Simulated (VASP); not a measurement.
# YbB: equation of state with PBE

YbB:

```
CELL_PARAMETERS angstrom
3.16885 0.00000 0.00000
0.00000 3.16885 0.00000
0.00000 0.00000 3.16885
ATOMIC_POSITIONS crystal
Yb 0.00000 0.00000 0.00000
B 0.50000 0.50000 0.50000
```

The cell was built by a generator and needn't be a form met in nature.

```yaml
Program: VASP 6.6.1
Task: equation of state
Functional: PBE
Potentials_or_basis: VASP PAW PBE potentials, release 64 (Yb, B)
Cutoff: 520 eV
k_mesh: 8 × 8 × 8
Occupations: fermi-dirac, width 0.05 eV
Spin: collinear spin, ferromagnetic start
Starting_moments: "[1.0, 0.0] μB"
Further_INCAR_settings: ALGO = Normal; EDIFF = 1e-07; NBANDS = 24
```

```json
{
 "Equilibrium volume": "15.94 Å³/atom",
 "Bulk modulus": "83 GPa",
 "Pressure derivative of the bulk modulus": "4.1"
}
```

Energy against volume, from the lowest point:
```
volume (Å³/atom)  energy (meV/atom)
          14.956              17.48
          15.274               7.69
          15.592               2.01
          15.910               0.00
          16.228               1.32
          16.547               5.66
          16.865              12.72
```

All runs of the series together: 12 min on 1 thread of Intel(R) Xeon(R) Platinum 8559C (Emerald Rapids) (shared host).

Caveat: without U or exact exchange the open f shell lies at the Fermi level, which spoils levels, moments and volumes. The state reached can hang on the start; a lower one may exist.
